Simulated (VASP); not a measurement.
```
CELL_PARAMETERS angstrom
      5.94487     0.00000     0.00000
      0.00000     5.94487     0.00000
      0.00000     0.00000     5.94487
ATOMIC_POSITIONS crystal
  Cs 0.00000 0.00000 0.00000
  Pb 0.50000 0.50000 0.50000
  Br 0.50000 0.00000 0.50000
  Br 0.00000 0.50000 0.50000
  Br 0.50000 0.50000 0.00000
```

Calculation: AM05 GGA, VASP's PBE PAW potentials (set 64) (plane waves; VASP 6.6.1). Numerical set-up: 520 eV cut-off, 4×4×4 Γ-centred mesh, tetrahedra with Blöchl corrections, potentials Cs_sv Pb_d Br.

Unless said otherwise, spin-orbit coupling is left out, though it shifts the bands of the heavy elements here.

Question: Estimate the energy per atom (σ→0), band gap (on the k-mesh) with the smallest direct gap where there is one.

Answer: 
```
Item                                                  Value
-----------------------------------  ----------------------
band gap (on the k-mesh)                            1.64 eV
smallest direct gap (on the k-mesh)                 1.64 eV
energy per atom (σ→0)                -305.3 kJ/mol of atoms
```

Only differences to runs with the same potentials and settings are physical.

The compound is CsPbBr3 in the cubic perovskite structure, the ideal cubic form; the compound distorts at low or room temperature. It was relaxed first.
